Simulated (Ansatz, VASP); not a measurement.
# Cross-check of Zn2GaAsS2 between VASP and Ansatz

One calculation is typed for both programs; each brings its own data sets. How far apart do they land? The cell is generated by rule, not measured, and may not be a known phase. Of the first pair: The cell is taken from a series of runs on this material, whose earlier steps may have relaxed, scaled, displaced or heated it; both programs get it as it stands.

Main program and level: Ansatz 0.2.0; plane waves, with VASP 6.6.1 beside it; relaxation of cell and atoms at PBE.

### Step 1. The starting structure

Symmetry: Imm2, No. 44, orthorhombic system. The conventional cell has a = 3.952 Å, b = 3.973 Å, c = 16.447 Å, α = 90.00°, β = 90.00°, γ = 90.00°. Nearest to As lie 2 Ga at 2.40 Å and 2 Zn at 2.42 Å. Ga has 2 As at 2.40 Å and 2 S at 2.46 Å nearest. S has 4 Zn at 2.35 to 2.42 Å nearest. Nearest to S lie 2 Zn at 2.40 Å and 2 Ga at 2.46 Å. Nearest to Zn lie 2 S at 2.42 Å and 2 As at 2.42 Å. Zn has 4 S at 2.35 to 2.40 Å nearest. Farther neighbours and most contacts between anions are not listed.

### Step 2. VASP: relaxation of cell and atoms, PBE, pair 1

The relaxed volume is the usual yardstick between codes: in a stiff, nearly cubic crystal its relative difference is about their pressure difference at one cell divided by the bulk modulus.

Lines of VASP's logs that name or quote its potential files are left out, and so is its time.

File INCAR:

```
SYSTEM = Zn2GaAsS2
PREC = Accurate
ENCUT = 500
EDIFF = 1E-07
NELM = 120
ISMEAR = 0
SIGMA = 0.01
LREAL = .FALSE.
ALGO = Normal
GGA = PE
NBANDS = 33
LORBIT = 11
LWAVE = .FALSE.
LCHARG = .FALSE.
ISIF = 3
IBRION = 2
NSW = 80
EDIFFG = -0.005
LASPH = .TRUE.
GGA_COMPAT = .FALSE.
NELMIN = 4
EFERMI = MIDGAP
KPAR = 2
```

File POSCAR:

```
Zn2GaAsS2
1.0
    2.7942910000      2.7942910000      0.0000000000
   -2.8091450000      2.8091450000      0.0000000000
    2.8017180000     -0.0074270000      8.2235630000
As Ga S Zn
1 1 2 2
Direct
    0.4158007875      0.0841993914      0.1683987829
    0.9990742421      0.0009259368      0.0018518737
    0.7467237098      0.7532764690      0.5065529382
    0.0869322667      0.4130679122      0.8261358246
    0.3313931530      0.6686070259      0.3372140519
    0.6700768234      0.3299233556      0.6598467112
```

File KPOINTS:

```
Automatic mesh
0
Gamma
8 8 8
0 0 0
```

The projector-augmented-wave data sets are As, Ga_d, S and Zn (PBE family, release 64).

The run is started by

```
$ mpirun -np 2 vasp_std
```

Numbers of over 12 decimals in the logs are rounded to 6 here.

Log:

```text
[banner, memory and clock lines left out]
running    2 mpi-ranks, on    1 nodes
 distrk:  each k-point on    1 cores,    2 groups
 distr:  one band on    1 cores,    1 groups

 POSCAR found type information on POSCAR AsGaS Zn
 POSCAR found :  4 types and       6 ions
 LDA part: xc-table for (Slater+PW92), standard interpolation
 POSCAR, INCAR and KPOINTS ok, starting setup
 FFT: planning ... GRIDC
 FFT: planning ... GRID_SOFT
 FFT: planning ... GRID
 WAVECAR not read
 entering main loop
       N       E                     dE             d eps       ncg     rms          rms(c)
DAV:   1     0.400741820003E+03    0.40074E+03   -0.24878E+04  6398   0.203E+03
DAV:   2     0.300824362141E+02   -0.37066E+03   -0.36187E+03  6550   0.456E+02
DAV:   3    -0.204797249328E+02   -0.50562E+02   -0.49705E+02  7443   0.149E+02
DAV:   4    -0.226001760996E+02   -0.21205E+01   -0.21138E+01  7657   0.310E+01
DAV:   5    -0.226486384307E+02   -0.48462E-01   -0.48410E-01  7880   0.440E+00    0.951E+00
DAV:   6    -0.215376747309E+02    0.11110E+01   -0.23929E+00  9458   0.401E+01    0.712E+00
DAV:   7    -0.215324469872E+02    0.52277E-02   -0.24861E+00  7478   0.856E+00    0.292E+00
DAV:   8    -0.215198718447E+02    0.12575E-01   -0.26357E-01  8174   0.651E+00    0.107E+00
DAV:   9    -0.215203649894E+02   -0.49314E-03   -0.44356E-02  7638   0.480E+00    0.206E-01
DAV:  10    -0.215206023450E+02   -0.23736E-03   -0.94360E-03  7267   0.148E+00    0.117E-01
DAV:  11    -0.215208569622E+02   -0.25462E-03   -0.19766E-03  9847   0.468E-01    0.704E-02
DAV:  12    -0.215210334603E+02   -0.17650E-03   -0.80883E-04  7826   0.393E-01    0.338E-02
DAV:  13    -0.215210479748E+02   -0.14515E-04   -0.19629E-04  7707   0.233E-01    0.902E-03
DAV:  14    -0.215210557897E+02   -0.78149E-05   -0.47106E-05  7599   0.447E-02    0.877E-03
DAV:  15    -0.215210561592E+02   -0.36949E-06   -0.43365E-06  8365   0.284E-02    0.435E-03
DAV:  16    -0.215210566401E+02   -0.48092E-06   -0.15675E-06  7002   0.132E-02    0.126E-03
DAV:  17    -0.215210566492E+02   -0.90722E-08   -0.29296E-07  6502   0.915E-03
   1 F= -.21521057E+02 E0= -.21521057E+02  d E =-.215211E+02
 curvature:   0.00 expect dE= 0.000E+00 dE for cont linesearch  0.000E+00
 trial: gam= 0.00000 g(F)=  0.591E-05 g(S)=  0.327E-03 ort = 0.000E+00 (trialstep = 0.100E+01)
 search vector abs. value=  0.333E-03
 bond charge predicted
       N       E                     dE             d eps       ncg     rms          rms(c)
DAV:   1    -0.215252028686E+02   -0.41462E-02   -0.60203E-02  7730   0.381E+00    0.450E-01
DAV:   2    -0.215218281017E+02    0.33748E-02   -0.12549E-02  7544   0.222E+00    0.174E-01
DAV:   3    -0.215213267675E+02    0.50133E-03   -0.74227E-04  7888   0.259E-01    0.845E-02
DAV:   4    -0.215211913343E+02    0.13543E-03   -0.13640E-04  7778   0.753E-02    0.339E-02
DAV:   5    -0.215211727053E+02    0.18629E-04   -0.13960E-05  9537   0.627E-02    0.763E-03
DAV:   6    -0.215211728384E+02   -0.13313E-06   -0.10599E-05  6861   0.283E-02    0.426E-03
DAV:   7    -0.215211731560E+02   -0.31761E-06   -0.65374E-07  7538   0.512E-03    0.237E-03
DAV:   8    -0.215211731623E+02   -0.62710E-08   -0.10410E-07  3737   0.543E-03
   2 F= -.21521173E+02 E0= -.21521173E+02  d E =-.116513E-03
 trial-energy change:   -0.000117  1 .order   -0.000127   -0.000333    0.000079
 step:   0.7820(harm=  0.8081)  dis= 0.00024  next Energy=   -21.521182 (dE=-0.125E-03)
 bond charge predicted
       N       E                     dE             d eps       ncg     rms          rms(c)
DAV:   1    -0.215213722750E+02   -0.19912E-03   -0.28535E-03  7717   0.825E-01    0.982E-02
DAV:   2    -0.215212109517E+02    0.16132E-03   -0.60245E-04  7543   0.496E-01    0.379E-02
DAV:   3    -0.215211885772E+02    0.22375E-04   -0.35144E-05  7909   0.563E-02    0.184E-02
DAV:   4    -0.215211835970E+02    0.49802E-05   -0.65571E-06  7752   0.166E-02    0.747E-03
DAV:   5    -0.215211834403E+02    0.15661E-06   -0.65186E-07  8026   0.136E-02    0.172E-03
DAV:   6    -0.215211835370E+02   -0.96673E-07   -0.51380E-07  5640   0.615E-03
   3 F= -.21521184E+02 E0= -.21521184E+02  d E =-.126888E-03
 curvature:  -0.40 expect dE=-0.104E-05 dE for cont linesearch -0.137E-07
 trial: gam= 0.01809 g(F)=  0.228E-05 g(S)=  0.352E-06 ort =-0.340E-05 (trialstep = 0.956E+00)
 search vector abs. value=  0.262E-05
 reached required accuracy - stopping structural energy minimisation
```

Parts of OUTCAR (step 2):

```text
ion  position               nearest neighbor table
   1  0.416  0.084  0.168-   2 2.40   2 2.40   5 2.42   5 2.42
   2  0.999  0.001  0.002-   1 2.40   1 2.40   4 2.46   4 2.46
   3  0.747  0.753  0.507-   6 2.35   6 2.35   5 2.42   5 2.42
   4  0.087  0.413  0.826-   6 2.40   6 2.40   2 2.46   2 2.46
   5  0.331  0.669  0.337-   3 2.42   3 2.42   1 2.42   1 2.42
   6  0.670  0.330  0.660-   3 2.35   3 2.35   4 2.40   4 2.40

  LATTYP: Found a body centered orthorhombic cell.
 ALAT       =     3.9517242294
 B/A-ratio  =     1.0053158386
 C/A-ratio  =     4.1620125913

 Subroutine GETGRP returns: Found  4 space group operations
 (whereof  4 operations were pure point group operations)

The static configuration has the point symmetry C_2v.

 Found     95 irreducible k-points:

   k-points           NKPTS =     95   k-points in BZ     NKDIM =     95   number of bands    NBANDS=     33

   dimension x,y,z NGX =    30 NGY =   30 NGZ =   64
   dimension x,y,z NGXF=    60 NGYF=   60 NGZF=  128

   ENCUT  =  500.0 eV  36.75 Ry    6.06 a.u.   7.20  7.24 15.84*2*pi/ulx,y,z

   NELECT =      54.0000    total number of electrons

 k-points in reciprocal lattice and weights: Automatic mesh
   0.00000000  0.00000000  0.00000000       0.002
   0.12500000  0.00000000  0.00000000       0.008
   0.25000000  0.00000000  0.00000000       0.008
   0.37500000  0.00000000  0.00000000       0.008
   0.50000000  0.00000000  0.00000000       0.004
   0.00000000  0.12500000 -0.00000000       0.008
   0.12500000  0.12500000 -0.00000000       0.008
   0.25000000  0.12500000  0.00000000       0.016
   0.37500000  0.12500000  0.00000000       0.016
[...]
0.00000000  0.25000000  0.37500000       0.004
   0.00000000  0.00000000  0.50000000       0.002

 average (electrostatic) potential at core
       1 -50.7478       2 -67.5318       3 -88.5655       4 -89.0173       5 -35.9932
       6 -36.4190

 E-fermi :   3.3367

 k-point     1 :       0.0000    0.0000    0.0000
  band No.  band energies     occupation
    ...
     23       0.6820      2.00000
     24       0.7597      2.00000
     25       2.2389      2.00000
     26       2.4456      2.00000
     27       2.9959      2.00000
     28       3.5274      0.00000
     29       5.1692      0.00000
     30       5.4057      0.00000
     31       6.1753      0.00000
     32       6.5613      0.00000
    ...

 k-point     2 :       0.1250    0.0000    0.0000
  band No.  band energies     occupation
    ...
     23       0.5058      2.00000
     24       0.7357      2.00000
     25       1.3622      2.00000
     26       2.1034      2.00000
     27       3.0003      2.00000
     28       4.1437      0.00000
     29       5.4916      0.00000
     30       6.0452      0.00000
     31       6.5172      0.00000
     32       6.9832      0.00000
    ...

 k-point     3 :       0.2500    0.0000    0.0000
  band No.  band energies     occupation
    ...
     23      -0.0401      2.00000
     24       0.6036      2.00000
     25       0.8487      2.00000
     26       1.6465      2.00000
     27       3.0297      2.00000
     28       4.4986      0.00000
     29       5.7068      0.00000
     30       6.6357      0.00000
     31       7.3831      0.00000
     32       7.7639      0.00000
    ...

  Total        0.0004746      0.0004746     -0.0065558     -0.0004231      0.0000000      0.0000000
  in kB        0.0058768      0.0058768     -0.0811804     -0.0052387      0.0000000      0.0000000
  external PRESSURE =      -0.0231422 kB  Pullay stress =       0.0000000 kB

  energy-cutoff  :      500.00
  volume of cell :      129.39
      direct lattice vectors                 reciprocal lattice vectors
     2.796557362  2.796557362  0.000000000     0.178791255  0.178791255 -0.060760085
    -2.811131803  2.811131803  0.000000000    -0.177864303  0.177864303  0.060760085
     2.803844582 -0.007287221  8.229086586     0.000000000  0.000000000  0.121520170

 POSITION                                       TOTAL-FORCE (eV/Angst)
 -----------------------------------------------------------------------------------
      1.39828      1.39828      1.38572        -0.000000     -0.000000     -0.004367
      2.79656      2.79656      0.01494         0.000000     -0.000000      0.000893
      1.39099      4.20212      4.16859        -0.000000      0.000000      0.003967
      1.39828      1.39828      6.79858        -0.000000      0.000000      0.002611
     -0.00729      2.80385      2.77503         0.000000     -0.000000     -0.001646
      2.79656      2.79656      5.42985         0.000000     -0.000000     -0.001458
 -----------------------------------------------------------------------------------
    total drift:                               -0.000969     -0.000864      0.000107

  FREE ENERGIE OF THE ION-ELECTRON SYSTEM (eV)
  ---------------------------------------------------
  free  energy   TOTEN  =       -21.5211835370 eV

  energy  without entropy=      -21.5211835370  energy(sigma->0) =      -21.52118354

 reached required accuracy - stopping structural energy minimisation

 total charge
# of ion       s       p       d       tot
------------------------------------------
    1        1.205   1.617   0.030   2.852
    2        0.880   0.705  10.004  11.590
    3        1.319   2.403   0.000   3.722
    4        1.329   2.384   0.000   3.712
    5        0.548   0.462   9.771  10.782
    6        0.511   0.434   9.794  10.739
--------------------------------------------------
tot          5.793   8.006  29.599  43.398

[... 3 further parts left out ...]
```

The run keeps the 4 symmetry operations of its start, so it cannot find a distortion of lower symmetry.

[end of part 1 of 2]

[Lines on the potential files, build, host, timing and source positions are cut from VASP's logs without a mark.]

[Logs are printed without paths, hosts, clocks, repeated set-up lines and the standing remarks that a program may print on its own settings, such as how far it seeks lower states.]

[Hosts, paths, dates, database ids (printed as entryN), source tags and the programs' standing remarks are cut or masked in the printed files.]
